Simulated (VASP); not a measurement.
The system is Ta3SbOs.

```xyz
5
Lattice="4.2736 0.0000 0.0000 0.0000 4.2736 0.0000 0.0000 0.0000 4.2736" Properties=species:S:1:pos:R:3 pbc="T T T"
Ta    2.1368    0.0000    0.0000
Ta    0.0000    2.1368    0.0000
Ta    0.0000    0.0000    2.1368
Sb    2.1368    2.1368    2.1368
Os    0.0000    0.0000    0.0000
```

The cell was built by a generator and needn't be a form met in nature.

- Program: VASP 6.6.1
- Task: relaxation of cell and atoms
- Functional: PBEsol
- Potentials or basis: VASP PAW PBE potentials, release 64 (Ta_pv, Sb, Os)
- Cutoff: 600 eV
- k mesh: 6 × 6 × 6
- Occupations: methfessel-paxton, width 0.2 eV
- Spin: no spin polarisation

At the start: pressure 113.8 GPa; volume 15.61 Å³/atom.

**Question.** How do energy, volume and symmetry change on relaxing?

**Answer.** Over 23 steps the energy falls by 1814.9 meV/atom and the volume is 22.59 Å³/atom (+44.7 %); space group Pm-3m (No. 221, to 0.05 Å).

Step by step:
| step | energy change (eV) | largest force (eV/Å) | pressure (GPa) | volume (Å³) |
| --- | --- | --- | --- | --- |
| 1 | 0.0000 | 0.0000 | 113.78 | 78.05 |
| 2 | 22.4839 | 0.0000 | -15.42 | 282.19 |
| 3 | 2.3865 | 0.0000 | -23.67 | 195.87 |
| 4 | -4.9085 | 0.0000 | -21.04 | 147.31 |
| 5 | -8.3320 | 0.0000 | 7.01 | 109.04 |
| 6 | -9.0395 | 0.0000 | -3.66 | 116.01 |
| 7 | -9.0736 | 0.0000 | -0.66 | 113.49 |
| 8 | -9.0744 | 0.0000 | 0.35 | 112.69 |
| 9 | -9.0744 | 0.0000 | 0.36 | 112.69 |
| 10 | -9.0744 | 0.0000 | 0.34 | 112.70 |
| 11 | -9.0744 | 0.0000 | 0.34 | 112.70 |
| 12 | -9.0744 | 0.0000 | 0.34 | 112.70 |
| 13 | -9.0744 | 0.0000 | 0.34 | 112.70 |
| 14 | -9.0744 | 0.0000 | 0.34 | 112.70 |
| 15 | -9.0744 | 0.0000 | 0.34 | 112.70 |
| 16 | -9.0744 | 0.0000 | 0.34 | 112.70 |
| 17 | -9.0744 | 0.0000 | 0.34 | 112.71 |
| 18 | -9.0745 | 0.0000 | 0.34 | 112.71 |
| 19 | -9.0745 | 0.0000 | 0.32 | 112.72 |
| 20 | -9.0745 | 0.0000 | 0.30 | 112.73 |
| 21 | -9.0746 | 0.0000 | 0.26 | 112.77 |
| 22 | -9.0746 | 0.0000 | 0.18 | 112.83 |
| 23 | -9.0747 | 0.0000 | 0.01 | 112.96 |

Final structure:
```yaml
crystal:
  lattice:
    - [4.83402, 0.00000, 0.00000]
    - [0.00000, 4.83402, 0.00000]
    - [0.00000, 0.00000, 4.83402]
  atoms:
    - { symbol: Ta, position: [0.50000, 0.00000, 0.00000] }
    - { symbol: Ta, position: [0.00000, 0.50000, 0.00000] }
    - { symbol: Ta, position: [0.00000, 0.00000, 0.50000] }
    - { symbol: Sb, position: [0.50000, 0.50000, 0.50000] }
    - { symbol: Os, position: [0.00000, 0.00000, 0.00000] }
```

Caveat: the volume moved by over 15 % at a fixed basis, so the end points are rough; the PAW data sets were made with another functional, which shifts forces and pressure a little.
